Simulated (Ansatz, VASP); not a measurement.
**Cross-check of PtSe2 between VASP and Ansatz**

Aim: how closely do two programs agree when they are given the same cell, functional and k mesh? Of the first pair: The structure shown is the start of the Ansatz relaxation below; VASP solves that cell, so the two are compared at the walk's first step.

Main program and level: Ansatz 0.2.0; plane waves, with VASP 6.6.1 beside it; PBE with D3(BJ).

## (1) The starting structure

The cell holds 42 atoms: 14 Pt and 28 Se. Cell: a = 9.895 Å, b = 9.895 Å, c = 44.500 Å, α = 90.0°, β = 90.0°, γ = 120.0°. It derives from Pt1Se2. Vacuum lies along c.

## (2) Ansatz: relaxation, PBE with D3(BJ)

Ansatz runs on its PAW soft_1 files.

The two programs are compared at the cell with which this relaxation starts, whose forces are those of its first step.

input.yaml

```yaml
crystal:
  lattice:
    - [9.8951099034, 0.0, 0.0]
    - [-4.9475549517, 8.5694165496, 0.0]
    - [0.0, 0.0, 44.5]
  atoms:
    - { symbol: Pt, position: [0.380952381, 0.4761904762, 0.4323595506] }
    - { symbol: Pt, position: [0.5238095238, 0.9047619048, 0.4323595506] }
    - { symbol: Pt, position: [0.6666666667, 0.3333333333, 0.4323595506] }
    - { symbol: Pt, position: [0.8095238095, 0.7619047619, 0.4323595506] }
    - { symbol: Pt, position: [0.9523809524, 0.1904761905, 0.4323595506] }
    - { symbol: Pt, position: [0.0952380952, 0.619047619, 0.4323595506] }
    - { symbol: Pt, position: [0.2380952381, 0.0476190476, 0.4323595506] }
    - { symbol: Se, position: [0.5714285714, 0.7142857143, 0.4617977528] }
    - { symbol: Se, position: [0.7142857143, 0.1428571429, 0.4617977528] }
    - { symbol: Se, position: [0.8571428571, 0.5714285714, 0.4617977528] }
    - { symbol: Se, position: [0.0, 0.0, 0.4617977528] }
    - { symbol: Se, position: [0.1428571429, 0.4285714286, 0.4617977528] }
    - { symbol: Se, position: [0.2857142857, 0.8571428571, 0.4617977528] }
    - { symbol: Se, position: [0.4285714286, 0.2857142857, 0.4617977528] }
    - { symbol: Se, position: [0.619047619, 0.5238095238, 0.4029213483] }
    - { symbol: Se, position: [0.7619047619, 0.9523809524, 0.4029213483] }
    - { symbol: Se, position: [0.9047619048, 0.380952381, 0.4029213483] }
    - { symbol: Se, position: [0.0476190476, 0.8095238095, 0.4029213483] }
    - { symbol: Se, position: [0.1904761905, 0.2380952381, 0.4029213483] }
    - { symbol: Se, position: [0.3333333333, 0.6666666667, 0.4029213483] }
    - { symbol: Se, position: [0.4761904762, 0.0952380952, 0.4029213483] }
    - { symbol: Pt, position: [0.3333333333, 0.6666666667, 0.5676404494] }
    - { symbol: Pt, position: [0.619047619, 0.0952380952, 0.5676404494] }
    - { symbol: Pt, position: [0.9047619048, 0.5238095238, 0.5676404494] }
    - { symbol: Pt, position: [0.1904761905, 0.9523809524, 0.5676404494] }
    - { symbol: Pt, position: [0.4761904762, 0.380952381, 0.5676404494] }
    - { symbol: Pt, position: [0.7619047619, 0.8095238095, 0.5676404494] }
    - { symbol: Pt, position: [0.0476190476, 0.2380952381, 0.5676404494] }
    - { symbol: Se, position: [0.5714285714, 0.8571428571, 0.5970786517] }
    - { symbol: Se, position: [0.8571428571, 0.2857142857, 0.5970786517] }
    - { symbol: Se, position: [0.1428571429, 0.7142857143, 0.5970786517] }
    - { symbol: Se, position: [0.4285714286, 0.1428571429, 0.5970786517] }
    - { symbol: Se, position: [0.7142857143, 0.5714285714, 0.5970786517] }
    - { symbol: Se, position: [0.0, 0.0, 0.5970786517] }
    - { symbol: Se, position: [0.2857142857, 0.4285714286, 0.5970786517] }
    - { symbol: Se, position: [0.5238095238, 0.619047619, 0.5382022472] }
    - { symbol: Se, position: [0.8095238095, 0.0476190476, 0.5382022472] }
    - { symbol: Se, position: [0.0952380952, 0.4761904762, 0.5382022472] }
    - { symbol: Se, position: [0.380952381, 0.9047619048, 0.5382022472] }
    - { symbol: Se, position: [0.6666666667, 0.3333333333, 0.5382022472] }
    - { symbol: Se, position: [0.9523809524, 0.7619047619, 0.5382022472] }
    - { symbol: Se, position: [0.2380952381, 0.1904761905, 0.5382022472] }
  periodic: [true, true, false]
kpoints:
  mp_grid: { grid: [3, 3, 1] }
hamiltonian:
  xc: pbe
  dispersion: d3bj
  pseudopotentials: { kind: paw, azcp: { folder: soft_1 } }
scf:
  occupations: { method: fermi_dirac, width: 0.02 }
relax:
  f_tol: 0.02
  max_steps: 100
```

Started as:

```console
ansatz run input.yaml --threads 32 --pin off --max-ram 82944MiB --backend cuda --events-out ev --progress --plain --runs-dir out --devices 1 --max-vram 78GiB
```

Numbers of over 12 decimals in the logs are rounded to 6 here.

The log of the run:

```text
The last accepted step is kept in <dir> (removed where the run ends without a failure and the disk answers)
GPUs: using 1 of 1 available (devices: 1).
Engine: ansatz 0.2.0, aarch64-unknown-linux-gnu
Pseudopotentials: kind: paw
Pseudopotential: Pt, paw, valence charge 18, recommended cutoff 420 eV (normal), soft_1/Pt.paw.azcp
Pseudopotential: Se, paw, valence charge 16, recommended cutoff 420 eV (normal), soft_1/Se.paw.azcp
Functional definition: PBE
  parameter kappa = 0.804
  parameter beta = 0.066725
  exchange = pbe_x(kappa = kappa, mu = beta*pi^2/3)
  correlation = pbe_c(beta = beta)
[...]
Crystal: 42 atoms, lattice volume = 3773.392 Å³
Basis set: ecut = 420 eV, 73901 PW (Γ), exchange–correlation on 144×144×600 points (8 copies of the dense FFT grid, shifted against one another)
Bands: 420, of which v1, the nominal top of the filled ones, is band 350 counted from 1 (349 counted from 0)
Symmetry: 3 space group operations
Space group: P3 (ITA 143), of the structure as read, at distance tolerance 1.6e-4 Å
k-points: 3 of 9 (time reversal used)
Non-local potential: Pt, projectors of the file, l = 0: 3, l = 1: 2, l = 2: 2, l = 3: 1
Non-local potential: Se, projectors of the file, l = 0: 2, l = 1: 2, l = 2: 3, l = 3: 1
PAW form: soft (Blöchl's): semilocal exchange-correlation on the pseudo side does not see the compensation charge
PAW one-centre angular grid: Pt, 590 points (default); XC on 64 Gauss nodes
PAW one-centre angular grid: Se, 590 points (default); XC on 64 Gauss nodes
Initial density: superposition of atomic densities (neutral atoms: chi_scale 0, normalization atom)
Initial wavefunctions: pseudopotential atomic-orbital guess
[...]
Functional: x = pbe(κ = 0.804, μ = 0.219515), c = pbe(β = 0.066725)
SCF iter   1: F=—  HF=-328522.537742 eV  |F-HF|=—  |Δ(HF+E_count)|=         —  Δρ=3.89e-2  dr2=6.32e1  ethr=3.10e-3  ⟨swp⟩=10.0  Hψ=5838  notcnv=0  defer=87
preconditioner: auto → Resta (q_TF=auto, 2.060 Å⁻¹)  ε∞=2.3  [insulator: Δε(μ)=1.293 eV  Ē_g=9.288 eV  σ=0.020 eV  W_gap=1.00  n_scr=562 (ndim 8)  ℏωp=10.6 eV  f_vac=0.727  D(μ)=0.00/eV (n_scr^D=0)  ε∞_Penn≈2.3  vacuum switching on, ρ_ref=6.3e-3 e/Å³]
SCF iter   2: F=—  HF=-328518.197972 eV  |F-HF|=—  |Δ(HF+E_count)|=    4.34e0  Δρ=2.23e-2  dr2=3.72e1  ethr=3.10e-3  ⟨swp⟩=4.0  Hψ=2946  notcnv=0  defer=189
[...]
SCF iter  12: F=-328511.226482 eV  HF=-328511.226483 eV  |F-HF|=2.13e-7  |Δ(HF+E_count)|=   4.53e-6  Δρ=4.42e-6  dr2=1.27e-6  ethr=1.43e-9  ⟨swp⟩=4.0  Hψ=3796  notcnv=0
SCF 1 converged in 12 iterations: F = -328511.226482 eV  dr2 = 1.27e-6
  greatest PAW one-centre occupation: 1.000 electrons in one spin orbital (limit 2), on the Pt atom at site 2 (counted from 0), in its partial waves of l = 0
relax step   1: F+E_penalty+E_count = -328511.22648239 eV  Δ(F+E_penalty+E_count) = +0.000e0 eV  max|allowed force component| = 8.315e-2 eV/Å  Δτ_max = 0.0000 Å  (12 SCF iters, dr2 threshold 1.00e-5 eV, accepted)
[...]
relax step   2: F+E_penalty+E_count = -328511.38727030 eV  Δ(F+E_penalty+E_count) = -1.608e-1 eV  max|allowed force component| = 1.315e-1 eV/Å  Δτ_max = 0.1945 Å  (13 SCF iters, dr2 threshold 4.32e-7 eV, accepted)
[...]
relax step   3: F+E_penalty+E_count = -328511.38758628 eV  Δ(F+E_penalty+E_count) = -3.160e-4 eV  max|allowed force component| = 1.375e-1 eV/Å  Δτ_max = 0.0684 Å  (10 SCF iters, dr2 threshold 1.08e-6 eV, accepted)
[...]
relax step   4: F+E_penalty+E_count = -328511.39769066 eV  Δ(F+E_penalty+E_count) = -1.010e-2 eV  max|allowed force component| = 2.410e-2 eV/Å  Δτ_max = 0.0253 Å  (8 SCF iters, dr2 threshold 1.89e-5 eV, accepted)
[...]
relax step   5: F+E_penalty+E_count = -328511.39769410 eV  Δ(F+E_penalty+E_count) = -3.441e-6 eV  max|allowed force component| = 2.398e-2 eV/Å  Δτ_max = 0.0000 Å  (6 SCF iters, accepted)
[...]
relax step   6: F+E_penalty+E_count = -328511.39954604 eV  Δ(F+E_penalty+E_count) = -1.852e-3 eV  max|allowed force component| = 2.981e-3 eV/Å  Δτ_max = 0.0113 Å  (9 SCF iters, accepted)
SCF converged after 9 iterations
[...]
atom  25  Pt    -0.00013276     0.00287774     0.00095139
  atom  26  Pt     0.00023595    -0.00103072    -0.00003132
  atom  27  Pt     0.00255858    -0.00132390     0.00095139
  atom  28  Pt    -0.00242582    -0.00155384     0.00095139
  atom  29  Se    -0.00183054     0.00094924     0.00046073
  atom  30  Se    -0.00034464     0.00004753    -0.00081583
  atom  31  Se     0.00009320    -0.00205992     0.00046073
  atom  32  Se     0.00021349     0.00027470    -0.00081583
  atom  33  Se     0.00013115    -0.00032223    -0.00081583
  atom  34  Se     0.00000000     0.00000000    -0.00185269
  atom  35  Se     0.00173734     0.00111068     0.00046073
  atom  36  Se     0.00110329     0.00185465    -0.00061980
  atom  37  Se     0.00034475     0.00134273     0.00047331
  atom  38  Se     0.00105453    -0.00188280    -0.00061980
  atom  39  Se    -0.00215782     0.00002815    -0.00061980
  atom  40  Se    -0.00000000     0.00000000     0.00186731
  atom  41  Se    -0.00133521    -0.00037280     0.00047331
  atom  42  Se     0.00099046    -0.00096993     0.00047331
  max |Σ_I F_I| component: 3.96e-6 eV/Å
--- Relaxed structure (6 steps of the walk, 6 accepted, 0 SCFs on fresh bases) ---
  F+E_penalty+E_count = -328511.39954604 eV   max|allowed force component| = 2.981e-3 eV/Å
  cell:  # Å, volume = 3773.3917 Å³
    - [9.895110, 0.0, 0.0]
    - [-4.947555, 8.569417, 0.0]
    - [0.0, 0.0, 44.5]
  atoms:
    - { symbol: Pt, position: [0.382409, 0.476902, 0.436360] }
    - { symbol: Pt, position: [0.523098, 0.905507, 0.436360] }
    - { symbol: Pt, position: [0.666667, 0.333333, 0.436174] }
    - { symbol: Pt, position: [0.810435, 0.762294, 0.437162] }
    - { symbol: Pt, position: [0.951859, 0.189565, 0.437162] }
    - { symbol: Pt, position: [0.094493, 0.617591, 0.436360] }
    - { symbol: Pt, position: [0.237706, 0.048141, 0.437162] }
    - { symbol: Se, position: [0.571760, 0.716951, 0.465436] }
    - { symbol: Se, position: [0.712201, 0.143714, 0.465927] }
    - { symbol: Se, position: [0.856286, 0.568487, 0.465927] }
    - { symbol: Se, position: [3.0130540702397755e-18, 0, 0.466991] }
    - { symbol: Se, position: [0.145191, 0.428240, 0.465436] }
    - { symbol: Se, position: [0.283049, 0.854809, 0.465436] }
    - { symbol: Se, position: [0.431513, 0.287799, 0.465927] }
    - { symbol: Se, position: [0.621946, 0.526440, 0.406955] }
    - { symbol: Se, position: [0.762515, 0.952203, 0.407653] }
    - { symbol: Se, position: [0.904494, 0.378054, 0.406955] }
    - { symbol: Se, position: [0.047797, 0.810312, 0.407653] }
    - { symbol: Se, position: [0.189688, 0.237485, 0.407653] }
    - { symbol: Se, position: [0.333333, 0.666667, 0.406985] }
    - { symbol: Se, position: [0.473560, 0.095506, 0.406955] }
    - { symbol: Pt, position: [0.333333, 0.666667, 0.563711] }
    - { symbol: Pt, position: [0.620747, 0.096013, 0.563713] }
    - { symbol: Pt, position: [0.903987, 0.524733, 0.563713] }
    - { symbol: Pt, position: [0.190933, 0.952649, 0.562803] }
    - { symbol: Pt, position: [0.475267, 0.379253, 0.563713] }
    - { symbol: Pt, position: [0.761717, 0.809067, 0.562803] }
    - { symbol: Pt, position: [0.047351, 0.238283, 0.562803] }
    - { symbol: Se, position: [0.573395, 0.857053, 0.592762] }
    - { symbol: Se, position: [0.859464, 0.287194, 0.593010] }
    - { symbol: Se, position: [0.142947, 0.716342, 0.592762] }
    - { symbol: Se, position: [0.427729, 0.140536, 0.593010] }
    - { symbol: Se, position: [0.712806, 0.572271, 0.593010] }
    - { symbol: Se, position: [-2.9832066580544572e-18, 0, 0.591872] }
    - { symbol: Se, position: [0.283658, 0.426605, 0.592762] }
    - { symbol: Se, position: [0.521198, 0.614630, 0.534624] }
    - { symbol: Se, position: [0.808804, 0.047351, 0.533576] }
    - { symbol: Se, position: [0.093432, 0.478802, 0.534624] }
    - { symbol: Se, position: [0.385370, 0.906568, 0.534624] }
    - { symbol: Se, position: [0.666667, 0.333333, 0.534323] }
    - { symbol: Se, position: [0.952649, 0.761453, 0.533576] }
    - { symbol: Se, position: [0.238547, 0.191196, 0.533576] }
```

The column dr2 measures how far the density is from self-consistency, as an energy; F and HF (Harris–Foulkes) agree once it is small.

## (3) VASP: single point, PBE with D3(BJ), start cell, pair 1

The same cell, functional, mesh and smearing now go to VASP, with its own data sets.

Lines of VASP's logs that name or quote its potential files are left out, and so is its time.

INCAR

```
SYSTEM = PtSe2
PREC = Accurate
ENCUT = 400
EDIFF = 1E-06
NELM = 120
ISMEAR = -1
SIGMA = 0.02
LREAL = Auto
ALGO = Normal
GGA = PE
IVDW = 12
NBANDS = 184
LASPH = .TRUE.
LORBIT = 11
LWAVE = .FALSE.
LCHARG = .FALSE.
ISIF = 2
LDIPOL = .TRUE.
IDIPOL = 3
DIPOL = 0.5 0.5 0.5
LVHAR = .TRUE.
GGA_COMPAT = .FALSE.
EFERMI = MIDGAP
NELMDL = -8
KPAR = 2
```

POSCAR

```
PtSe2
1.0
    9.8951099034      0.0000000000      0.0000000000
   -4.9475549517      8.5694165496      0.0000000000
    0.0000000000      0.0000000000     44.5000000000
Pt Se
14 28
Direct
    0.3809524257      0.4761905265      0.4323595506
    0.5238095913      0.9047619807      0.4323595506
    0.6666667180      0.3333333998      0.4323595506
    0.8095238163      0.7619048202      0.4323595506
    0.9523810402      0.1904763015      0.4323595506
    0.0952381371      0.6190476921      0.4323595506
    0.2380952976      0.0476190776      0.4323595506
    0.3333333847      0.6666667331      0.5676404494
    0.6190476771      0.0952381522      0.5676404494
    0.9047619656      0.5238096064      0.5676404494
    0.1904762476      0.9523810358      0.5676404494
    0.4761905114      0.3809524407      0.5676404494
    0.7619048246      0.8095238702      0.5676404494
    0.0476190820      0.2380952932      0.5676404494
    0.5714286322      0.7142857741      0.4617977528
    0.7142857201      0.1428571737      0.4617977528
    0.8571429441      0.5714286279      0.4617977528
    0.0000000514      0.0000000664      0.4617977528
    0.1428571781      0.4285714856      0.4617977528
    0.2857143437      0.8571429397      0.4617977528
    0.4285714899      0.2857143977      0.4617977528
    0.6190476771      0.5238096064      0.4029213483
    0.7619048246      0.9523810358      0.4029213483
    0.9047619656      0.3809524407      0.4029213483
    0.0476190820      0.8095238703      0.4029213483
    0.1904762475      0.2380952932      0.4029213483
    0.3333333847      0.6666667331      0.4029213483
    0.4761905114      0.0952381522      0.4029213483
    0.5714286323      0.8571429397      0.5970786517
    0.8571429440      0.2857143977      0.5970786517
    0.1428571781      0.7142857741      0.5970786517
    0.4285714899      0.1428571738      0.5970786517
    0.7142857201      0.5714286279      0.5970786517
    0.0000000514      0.0000000664      0.5970786517
    0.2857143437      0.4285714855      0.5970786517
    0.5238095913      0.6190476922      0.5382022472
    0.8095238163      0.0476190776      0.5382022472
    0.0952381372      0.4761905265      0.5382022472
    0.3809524256      0.9047619806      0.5382022472
    0.6666667180      0.3333333998      0.5382022472
    0.9523810402      0.7619048202      0.5382022472
    0.2380952976      0.1904763015      0.5382022472
```

KPOINTS

```
Automatic mesh
0
Gamma
3 3 1
0 0 0
```

The projector-augmented-wave data sets are Pt and Se (PBE family, release 64).

Started as:

```console
mpirun -np 8 vasp_std
```

The log of the run:

```text
[banner, memory and clock lines left out]
running    8 mpi-ranks, on    1 nodes
[...]
|                                                                             |
|           W    W    AA    RRRRR   N    N  II  N    N   GGGG   !!!           |
|           W    W   A  A   R    R  NN   N  II  NN   N  G    G  !!!           |
|           W    W  A    A  R    R  N N  N  II  N N  N  G       !!!           |
|           W WW W  AAAAAA  RRRRR   N  N N  II  N  N N  G  GGG   !            |
|           WW  WW  A    A  R   R   N   NN  II  N   NN  G    G                |
|           W    W  A    A  R    R  N    N  II  N    N   GGGG   !!!           |
|                                                                             |
|     For optimal performance we recommend to set                             |
|       NCORE = 2 up to number-of-cores-per-socket                            |
|     NCORE specifies how many cores store one orbital (NPAR=cpu/NCORE).      |
|     This setting can greatly improve the performance of VASP for DFT.       |
|     The default, NCORE=1 might be grossly inefficient on modern             |
|     multi-core architectures or massively parallel machines. Do your        |
|     Unfortunately you need to use the default for GW and RPA                |
|     calculations (for HF NCORE is supported but not extensively tested      |
|     yet).                                                                   |
|                                                                             |

 LDA part: xc-table for (Slater+PW92), standard interpolation
 POSCAR, INCAR and KPOINTS ok, starting setup
[...]
entering main loop
       N       E                     dE             d eps       ncg     rms          rms(c)
DAV:   1     0.244843636267E+04    0.24484E+04   -0.88328E+04  1128   0.100E+03
DAV:   2     0.207182910823E+03   -0.22413E+04   -0.21335E+04  1672   0.212E+02
DAV:   3    -0.196296990300E+03   -0.40348E+03   -0.39729E+03  1296   0.964E+01
DAV:   4    -0.211373670882E+03   -0.15077E+02   -0.14675E+02  1384   0.198E+01
[...]
DAV:  29    -0.200042238634E+03   -0.30721E-05    0.58442E-08   624   0.231E-04    0.314E-04
DAV:  30    -0.200042239991E+03   -0.13562E-05    0.82860E-08   624   0.196E-04    0.225E-04
DAV:  31    -0.200042240554E+03   -0.56333E-06    0.10610E-07   624   0.104E-04
   1 F= -.21437623E+03 E0= -.21437623E+03  d E =-.797200E-10
```

From OUTCAR (step 3):

```text
 Edisp (eV)  -14.33399

  Total     -10.55341   -10.55341    -5.28481     0.00000     0.00000    -0.00000
  in kB      -4.48097    -4.48097    -2.24392     0.00000     0.00000    -0.00000
  external pressure =       -3.74 kB  Pullay stress =        0.00 kB

 POSITION                                       TOTAL-FORCE (eV/Angst)
 -----------------------------------------------------------------------------------
      1.41359      4.08067     19.24000        -0.007881     -0.018121      0.057424
      0.70679      7.75328     19.24000         0.019634      0.002236      0.057424
      4.94756      2.85647     19.24000         0.000000      0.000000      0.053798
      4.24076      6.52908     19.24000         0.004864      0.004050      0.075618
      8.48152      1.63227     19.24000         0.001075     -0.006238      0.075618
     -2.12038      5.30488     19.24000        -0.011753      0.015886      0.057424
      2.12038      0.40807     19.24000        -0.005940      0.002188      0.075618
      0.00000      5.71294     25.26000         0.000000      0.000000     -0.057252
      5.65435      0.81614     25.26000        -0.006892      0.000291     -0.062542
      6.36114      4.48874     25.26000         0.003194     -0.006114     -0.062542
     -2.82717      8.16135     25.26000        -0.017559     -0.001515     -0.084583
      2.82717      3.26454     25.26000         0.003698      0.005823     -0.062542
      3.53397      6.93715     25.26000         0.007467      0.015964     -0.084583
     -0.70679      2.04034     25.26000         0.010092     -0.014448     -0.084583
[...]
-----------------------------------------------------------------------------------
    total drift:                               -0.002340     -0.007416      0.137831

  FREE ENERGIE OF THE ION-ELECTRON SYSTEM (eV)
  ---------------------------------------------------
  free  energy   TOTEN  =      -214.3762285350 eV

  energy  without entropy=     -214.3762285349  energy(sigma->0) =     -214.37622853

[... 3 further parts left out ...]
[key lines of the parts left out:]
E-fermi :  -2.3686
```

## (4) Differences

Known differences besides the potentials themselves: Ansatz cuts the interaction across the vacuum, VASP repeats the sheet with a dipole correction (LDIPOL); the data sets hold 700 valence electrons in Ansatz (on its PAW soft_1 files) and 308 in VASP; the cutoff is 420 eV in Ansatz and 400 eV in VASP (PREC = Accurate, projectors in real space). Total energies have different zeros and are not compared.

Forces on 10 of the 42 atoms, those with the largest forces and the largest differences (eV/Å; atoms numbered as in POSCAR):

```csv
atom,"Ansatz x, y, z","VASP x, y, z"
Pt11,"-0.018, -0.002, -0.083","-0.018, -0.002, -0.085"
Pt13,"0.007, 0.016, -0.083","0.007, 0.016, -0.085"
Pt14,"0.010, -0.014, -0.083","0.010, -0.014, -0.085"
Se20,"-0.046, -0.026, -0.060","-0.046, -0.026, -0.061"
Se31,"-0.002, -0.002, -0.045","-0.002, -0.003, -0.038"
Se34,"0.000, 0.000, -0.050","0.000, 0.000, -0.043"
Se35,"0.003, -0.001, -0.045","0.004, -0.001, -0.038"
Se36,"0.015, -0.066, 0.061","0.015, -0.065, 0.062"
Se38,"-0.064, 0.020, 0.061","-0.064, 0.019, 0.062"
Se39,"0.049, 0.046, 0.061","0.049, 0.046, 0.062"
```

The forces differ by 2.1 meV/Å r.m.s., which is 6.0 % of the r.m.s. force of 0.034 eV/Å (both taken over all components). Where the cell holds vacuum, a pressure given here is an average over it and none of the material.

## (5) Ansatz: relaxation, PBE with D3(BJ)

This run makes the geometry at which the two programs are then compared.

The structure compared here is the end of the Ansatz relaxation.

This is the run of step 2 again, met here at its other cell.

(Continued in part 2 of 2.)

[Lines on the potential files, build, host, timing and source positions are cut from VASP's logs without a mark.]

[Logs are printed without paths, hosts, clocks, repeated set-up lines and the standing remarks that a program may print on its own settings, such as how far it seeks lower states.]

[Hosts, paths, dates, database ids (printed as entryN), source tags and the programs' standing remarks are cut or masked in the printed files.]
